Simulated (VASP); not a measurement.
Level of theory: PBEsol GGA, VASP's PBE PAW potentials (set 64) (plane waves; VASP).

VASP input:

### KPOINTS
```
Automatic mesh
0
Gamma
7 7 9
0 0 0
```

### POSCAR
```
PbO2
1
    4.7294803487     0.0000000000     0.0000000000
    0.0000000000     4.7294803487     0.0000000000
    0.0000000000     0.0000000000     3.3943160414
Pb O
2 4
Direct
  0.0000000000   0.0000000000   0.0000000000
  0.5000000000   0.5000000000   0.5000000000
  0.3074106704   0.3074106704   0.0000000000
  0.8074106704   0.1925893296   0.5000000000
  0.1925893296   0.8074106704   0.5000000000
  0.6925893296   0.6925893296   0.0000000000
```

**INCAR**
```
SYSTEM = PbO2
PREC = Accurate
ENCUT = 620
EDIFF = 1E-6
NELM = 100
ALGO = Normal
LREAL = .FALSE.
LASPH = .TRUE.
ISMEAR = 1
SIGMA = 0.1
GGA = PS
LMAXMIX = 4
LWAVE = .FALSE.
LCHARG = .FALSE.
IBRION = 2
ISIF = 3
NSW = 40
EDIFFG = -0.02
PSTRESS = 300
```

POTCAR, in this order: Pb_d O (PBE.64 set). Program: vasp_std.

### Question
What will the output report for the number of irreducible k-points (NKPTS), largest plane-wave count, number of space-group operations, FFT grid (NGX, NGY, NGZ)?

### Answer

- number of irreducible k-points (NKPTS) = 50
- largest plane-wave count = 2684
- number of space-group operations = 16
- FFT grid (NGX, NGY, NGZ) = 40 × 40 × 28

The compound is PbO2 in the rutile structure. This run relaxes it under an external pressure of 30 GPa. Symmetry was kept, so distortions that lower it aren't found.
